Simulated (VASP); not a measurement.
An input for Ansatz (written as the equivalent of a VASP run, and not itself run):

Ansatz 0.2 input:
```yaml
crystal:
  lattice:
    - [2.8876000, 0.0000000, 0.0000000]
    - [-1.4438000, 2.5007350, 0.0000000]
    - [0.0000000, 0.0000000, 13.1048200]
  atoms:
    - { symbol: Al, position: [0.3294090, 0.6604680, 0.2516930] }
    - { symbol: Al, position: [0.6703250, 0.3329110, 0.7503590] }
    - { symbol: V, position: [0.3375040, 0.6713450, 0.5876040] }
    - { symbol: V, position: [0.6676060, 0.3382970, 0.4134320] }
    - { symbol: V, position: [0.6615350, 0.3299050, 0.0852360] }
    - { symbol: V, position: [0.3338730, 0.6659520, 0.9129680] }
    - { symbol: C, position: [0.0006890, -0.0044750, -0.0017080] }
    - { symbol: C, position: [-0.0009430, 0.0055980, 0.5004150] }
kpoints:
  mp_grid: { grid: [10, 10, 2] }
hamiltonian:
  xc: pbe
  pseudopotentials: { kind: paw }
scf:
  occupations: { method: gaussian, width: 0.1 }
  max_iter: 100
output: { forces: true, stress: true, eigenvalues: true }
```

Task: Write the VASP files for the same calculation (PBE).

Result: Several could match; the one computed here: 
File POSCAR:
```
AlV2C
1
    2.8876000000     0.0000000000     0.0000000000
   -1.4438000000     2.5007350000     0.0000000000
    0.0000000000     0.0000000000    13.1048200000
Al V C
2 4 2
Direct
  0.3294090000   0.6604680000   0.2516930000
  0.6703250000   0.3329110000   0.7503590000
  0.3375040000   0.6713450000   0.5876040000
  0.6676060000   0.3382970000   0.4134320000
  0.6615350000   0.3299050000   0.0852360000
  0.3338730000   0.6659520000   0.9129680000
  0.0006890000  -0.0044750000  -0.0017080000
 -0.0009430000   0.0055980000   0.5004150000
```

KPOINTS:
```
Automatic mesh
0
Gamma
10 10 2
0 0 0
```

INCAR:
```
ISMEAR = 0   ! Gaussian
ALGO = Normal   ! blocked Davidson
LWAVE = .FALSE.
SYSTEM = AlV2C
EDIFF = 1E-6
ISIF = 2
NELM = 100
PREC = Accurate
LMAXMIX = 4   ! l cut-off of mixed one-centre charges
ENCUT = 400   ! plane-wave cut-off (eV)
LCHARG = .FALSE.
LASPH = .TRUE.
GGA = PE
SIGMA = 0.1   ! width (eV)
LREAL = .FALSE.
```

POTCAR, in this order: Al V_sv C (PBE.64 set). Program: vasp_std.

The two are equivalent in intent, not identical: each code has its own PAW files, so the cut-off isn't converted (ENCUT is set for VASP's; basis.ecutwfc is left out, and Ansatz then takes the one that its files recommend); Ansatz stops its SCF on the density residual and VASP on the energy change (EDIFF).

The structure comes from a computed database's AlV2C entry; how it stands against other phases isn't given here. The cell was not relaxed at this level, atoms are displaced from their ideal sites.
